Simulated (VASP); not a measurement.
Energy against volume of PtAl2 (fluorite). All values below come from PBE GGA with D4 dispersion, VASP's PBE PAW potentials (set 64) (plane waves; VASP). Settings: 520 eV cut-off, 9×9×9 Γ-centred mesh, first-order Methfessel-Paxton smearing of 0.10 eV, potentials Al Pt.

| V (Å³/atom) | E (eV/atom) |
|---|---|
| 16.477 | -5.84702 |
| 16.986 | -5.85437 |
| 17.496 | -5.84817 |
| 18.005 | -5.83043 |

**Question.** Fit these four points and predict the energy of the run at 15.967 Å³/atom.

**Answer.** A cubic in V^(−2/3), the third-order Birch-Murnaghan form, passes through the four points with V0 = 16.99 Å³/atom and B0 = 141 GPa, and gives -5.8237 eV/atom there. The run gave -5.8237 eV/atom, +0.0 meV/atom from the fit; all five points give B0 = 141 GPa.

The compound is PtAl2 in the fluorite structure. It was relaxed first.
